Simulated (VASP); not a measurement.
Here is the system:

```
WO6Te
1.0
    0.00000     3.76700     3.76700
    3.76700     0.00000     3.76700
    3.76700     3.76700     0.00000
Te W O
1 1 6
Direct
  0.50000   0.50000   0.50000
  0.00000   0.00000   0.00000
  0.74998   0.74998   0.25002
  0.25002   0.25002   0.74998
  0.25002   0.74998   0.74998
  0.74998   0.25002   0.25002
  0.74998   0.25002   0.74998
  0.25002   0.74998   0.25002
```

The numbers are results of LDA (Ceperley-Alder, Perdew-Zunger), VASP's LDA PAW potentials (set 64) (plane waves; VASP), not measurements. Numerical set-up: 520 eV cut-off, 6×6×6 Γ-centred mesh, tetrahedra with Blöchl corrections, potentials Te W_sv O.

Question: The job: TeWO$_{6}$ (space group Fm-3m), 8 atoms, LDA, static run, 520 eV, 6×6×6 Γ-centred mesh. Roughly how much core time does it take on a busy server core?

Answer: About 2 core-minutes (one run on a shared machine, a rough figure). It had 16 irreducible k-points, 33 bands, up to 2899 plane waves and 15 electronic steps.

The structure comes from a computed database's TeWO6 entry (Fm-3m); how it stands against other phases isn't given here. It was relaxed first.
